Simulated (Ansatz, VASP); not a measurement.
**NiTe2 in two plane-wave programs**

One calculation is typed for both programs; each brings its own data sets. How far apart do they land? The cell is taken from a series of runs on this material, whose earlier steps may have relaxed, scaled, displaced or heated it; both programs get it as it stands.

Main program and level: Ansatz 0.2.0; plane waves, with VASP 6.6.1 beside it; LDA.

### Step 1. Set-up

The cell holds 3 atoms: 1 Ni and 2 Te. Its edges and angles: a = 3.644 Å, b = 3.644 Å, c = 30.424 Å, α = 90.0°, β = 90.0°, γ = 120.0°. Vacuum lies along c.

### Step 2. Ansatz: zone-centre phonons, LDA

Ansatz runs on its default PAW (the set named soft_2) files.

Second derivatives magnify differences that forces hide, and they need a tight electronic threshold.

File input.yaml:

```yaml
crystal:
  lattice:
    - [3.6437744092, 0.0, 0.0]
    - [-1.8218872046, 3.155601204, 0.0]
    - [0.0, 0.0, 30.424]
  atoms:
    - { symbol: Ni, position: [0.0, 0.0, 0.328687878] }
    - { symbol: Te, position: [0.3333333333, 0.6666666667, 0.3738604238] }
    - { symbol: Te, position: [0.6666666667, 0.3333333333, 0.2835153322] }
  periodic: [true, true, false]
kpoints:
  mp_grid: { grid: [15, 15, 1] }
hamiltonian:
  xc: lda
scf:
  occupations: { method: methfessel_paxton, width: 0.15 }
output:
  eigenvalues: true
phonons:
  method: dfpt
```

Run with:

```
$ ansatz run input.yaml --threads 8 --pin off --max-ram 14336MiB --backend cpu --events-out ev --progress --plain --runs-dir out
```

Numbers of over 12 decimals in the logs are rounded to 6 here.

Output:

```text
Warning: crystal.symmetry: narrowed to the stabiliser of the run's FFT grids — unitary ops 12 → 6. A phonons.method: dfpt run fills in the rows of the dynamical matrix that it does not solve by its symmetry operations, which is exact only for operations that map its FFT grids onto themselves: filled in by any other, the frequencies could depend on the order in which like atoms are typed, or, by more than the grids' own error, on where the crystal sits among the grids' points. Excluded: 6 operations. The run can therefore solve more perturbations, solve them on more k-points, or both, and cost more. [rest of the remark cut]
Engine: ansatz 0.2.0, aarch64-unknown-linux-gnu
Pseudopotentials: kind: paw
Pseudopotential: Ni, paw, valence charge 18, recommended cutoff 420 eV (normal), Ni.paw.azcp
Pseudopotential: Te, paw, valence charge 16, recommended cutoff 420 eV (normal), Te.paw.azcp
Functional definition: SPW92
  exchange = slater_x
  correlation = pw_c
Crystal: 3 atoms, lattice volume = 349.824 Å³
Basis set: ecut = 420 eV, 6749 PW (Γ), exchange–correlation on 50×50×432 points (8 copies of the dense FFT grid, shifted against one another)
Bands: 30, of which v1, the nominal top of the filled ones, is band 25 counted from 1 (24 counted from 0)
Symmetry: 12 space group operations
k-points: 64 of 225 (irreducible under 2 space group operations, time reversal used)
Non-local potential: Ni, projectors of the file, l = 0: 3, l = 1: 2, l = 2: 3, l = 3: 1
Non-local potential: Te, projectors of the file, l = 0: 2, l = 1: 2, l = 2: 2, l = 3: 2
PAW form: soft (Blöchl's): semilocal exchange-correlation on the pseudo side does not see the compensation charge
PAW frozen core: Ni, regenerated for the run's functional, and the local potential with it (the file was generated under x = pbe(κ = 0.804, μ = 0.219515), c = pbe(β = 0.066725))
PAW frozen core: Te, regenerated for the run's functional, and the local potential with it (the file was generated under x = pbe(κ = 0.804, μ = 0.219515), c = pbe(β = 0.066725))
PAW one-centre angular grid: Ni, 590 points (default); XC on 64 Gauss nodes
PAW one-centre angular grid: Te, 590 points (default); XC on 64 Gauss nodes
Initial density: superposition of atomic densities (neutral atoms: chi_scale 0, normalization atom), corrected by the library's trained network
Initial wavefunctions: pseudopotential atomic-orbital guess
Functional: x = slater, c = lda
SCF iter   1: F=—  HF=-19428.123445 eV  |F-HF|=—  |Δ(HF+E_count)|=         —  Δρ=5.12e-3  dr2=4.40e-2  ethr=1.77e-3  ⟨swp⟩=14.8  Hψ=13278  notcnv=0
preconditioner: auto → LDOS  [metal: Δε(μ)=0.041 eV  Ē_g=7.994 eV  σ=0.150 eV  W_gap=0.23  n_scr=18 (ndim 8)  ℏωp=9.3 eV  f_vac=0.774  D(μ)=1.67/eV (n_scr^D=8)  β→1.0]
SCF iter   2: F=—  HF=-19428.117426 eV  |F-HF|=—  |Δ(HF+E_count)|=   6.02e-3  S|Δr|=    0.00e0  Δρ=3.86e-3  dr2=2.84e-2  ethr=8.80e-5  ⟨swp⟩=3.3  Hψ=5175  notcnv=0  defer=11
SCF iter   3: F=—  HF=-19428.113228 eV  |F-HF|=—  |Δ(HF+E_count)|=   4.20e-3  S|Δr|=    0.00e0  Δρ=2.16e-3  dr2=1.01e-2  ethr=5.69e-5  ⟨swp⟩=2.9  Hψ=4365  notcnv=0  defer=14
SCF iter   4: F=—  HF=-19428.112280 eV  |F-HF|=—  |Δ(HF+E_count)|=   9.49e-4  S|Δr|=    0.00e0  Δρ=1.07e-3  dr2=2.56e-3  ethr=2.02e-5  ⟨swp⟩=2.1  Hψ=2612  notcnv=0  defer=14
SCF iter   5: F=—  HF=-19428.112004 eV  |F-HF|=—  |Δ(HF+E_count)|=   2.76e-4  S|Δr|=    0.00e0  Δρ=3.96e-4  dr2=3.63e-4  ethr=5.13e-6  ⟨swp⟩=2.0  Hψ=2718  notcnv=0  defer=14
SCF iter   6: F=—  HF=-19428.112000 eV  |F-HF|=—  |Δ(HF+E_count)|=   4.45e-6  S|Δr|=    0.00e0  Δρ=3.79e-5  dr2=3.27e-6  ethr=7.27e-7  ⟨swp⟩=3.3  Hψ=3994  notcnv=0  defer=14
SCF iter   7: F=—  HF=-19428.112091 eV  |F-HF|=—  |Δ(HF+E_count)|=   9.10e-5  S|Δr|=    0.00e0  Δρ=1.90e-5  dr2=1.05e-6  ethr=6.54e-9  ⟨swp⟩=3.2  Hψ=4205  notcnv=0  defer=14
SCF iter   8: F=—  HF=-19428.112093 eV  |F-HF|=—  |Δ(HF+E_count)|=   2.55e-6  S|Δr|=    0.00e0  Δρ=5.19e-6  dr2=7.25e-8  ethr=2.10e-9  ⟨swp⟩=2.8  Hψ=2710  notcnv=0  defer=14
SCF iter   9: F=—  HF=-19428.112093 eV  |F-HF|=—  |Δ(HF+E_count)|=   1.74e-7  S|Δr|=    0.00e0  Δρ=1.20e-6  dr2=5.24e-9  ethr=1.45e-10  ⟨swp⟩=3.3  Hψ=3572  notcnv=0  defer=14
SCF iter  10: F=—  HF=-19428.112093 eV  |F-HF|=—  |Δ(HF+E_count)|=   1.97e-8  S|Δr|=    0.00e0  Δρ=2.86e-7  dr2=2.92e-10  ethr=1.05e-11  ⟨swp⟩=2.9  Hψ=3289  notcnv=0  defer=14
SCF iter  11: F=—  HF=-19428.112093 eV  |F-HF|=—  |Δ(HF+E_count)|=   4.52e-9  S|Δr|=    0.00e0  Δρ=7.21e-8  dr2=3.27e-11  ethr=1.00e-12  ⟨swp⟩=2.5  Hψ=2960  notcnv=0  defer=14
SCF iter  12: F=—  HF=-19428.112093 eV  |F-HF|=—  |Δ(HF+E_count)|=  9.93e-10  S|Δr|=    0.00e0  Δρ=8.37e-8  dr2=1.88e-11  ethr=1.00e-12  ⟨swp⟩=15.5  Hψ=13468  notcnv=0
SCF iter  13: F=-19428.112093 eV  HF=-19428.112093 eV  |F-HF|=7.28e-12  |Δ(HF+E_count)|=  9.09e-11  S|Δr|=    0.00e0  Δρ=6.80e-9  dr2=1.11e-13  ethr=1.00e-12  ⟨swp⟩=6.3  Hψ=9820  notcnv=0
SCF 1 converged in 13 iterations: F = -19428.112093 eV  dr2 = 1.11e-13
  greatest PAW one-centre occupation: 1.002 electrons in one spin orbital (limit 2), on the Ni atom at site 0 (counted from 0), in its partial waves of l = 1
DFPT response loops at Γ: preconditioner auto → none (partly filled bands, converged f_vac=0.773); β = 0.50; Broyden in place of MSR1
SCF converged after 13 iterations
Stability not checked: this state was not tested for a lower state beside it, because cold or Methfessel-Paxton smearing, or corrected tetrahedra, fill the levels in a way that the test cannot read (fill_not_monotonic; see scf.lower_state_search)
Free energy (F): -19428.112093 eV
Harris-Foulkes:  -19428.112093 eV  (|F-HF|=7.28e-12)
Internal energy: -19428.110561 eV  (E = F + TS)
E sigma→0 (E₀):  -19428.111710 eV
Entropy (-TS):   -0.001532 eV (-0.511 meV/atom)
Fermi energy:    -4.716204 eV
--- Per-component energies (eV) ---
  E_band       = -1668.878645
  E_kinetic    = 651.318516
  E_local      = -129014.579669  (includes V_loc(G=0)·N_el)
  E_nonlocal   = 30.198203
  E_hartree    = 64139.401938
  E_xc         = -333.638953
  E_vxc        = -321.014127  (∫ρ·V_xc dr)
  E_paw        = -10584.874366  (= ΣΔE_a)
  E_vpaw       = -1293.605491  (= ΣTr[D̂ρ^β])
  E_aug_tail   = 0.000002  (compensation charges beyond the density's cutoff)
  E_ewald      = 55682.272325
  E_core_change = 1.791443  (= ΣΔE_core)
  E_smearing   = -0.001532  (= −TS)
  E_closure    = 0.000000  (closes the sum)
  Σ components = -19428.112093   (vs F -19428.112093, Δ=0.00e0)
--- Band table (eV; the first three rows and the last of 64) ---
  k-point 0: bands = [... 21 lower, -6.6401, -5.7572, -3.9517, -3.9517, -2.7274, -2.7274, -0.8330 (-0.8336°), -0.4514, ... 1 higher]
  k-point 1: bands = [... 21 lower, -6.6659, -5.6710, -4.3616, -4.0970, -3.0907, -2.7517, -0.7476 (-0.7483°), -0.3771, ... 1 higher]
  k-point 2: bands = [... 21 lower, -6.7559, -5.4802, -5.1723, -4.4664, -3.8372, -2.8238, -0.5346 (-0.5353°), -0.2163, ... 1 higher]
  k-point 63: bands = [... 21 lower, -7.0455, -6.9385, -6.6669, -5.9421, -4.7955, -3.7088, -0.0323, 0.4719, ... 1 higher]
  ° read free of the cell's end (the report's vacuum.weakly_bound_levels)
--- Phonons (Γ-DFPT): 6 representative perturbations + reference, on 64 of 225 k-points (Σ response iterations 31) ---
  ASR residual: 3.619e-5 → 0.000e0 eV/Å²; symmetrization residual: 6.642e-5 eV/Å²
  The last average, over the group as it would stand without the narrowing to the FFT grids, took up to 1.295e-5 eV/Å² of the zone centre's force constants
  ASR residual per site (eV/Å²): 3.62e-5 2.24e-5 2.79e-5
  Γ frequencies (cm⁻¹): 0.00 0.00 0.00 111.29 111.29 154.70 239.70 239.70 248.90
  non-analytic LO–TO correction: not included (Born effective charges unavailable; polar crystals: no LO–TO splitting at Γ)
```

(Part 1 of 2 ends here.)

[Lines on the potential files, build, host, timing and source positions are cut from VASP's logs without a mark.]

[Logs are printed without paths, hosts, clocks, repeated set-up lines and the standing remarks that a program may print on its own settings, such as how far it seeks lower states.]

[Hosts, paths, dates, database ids (printed as entryN), source tags and the programs' standing remarks are cut or masked in the printed files.]
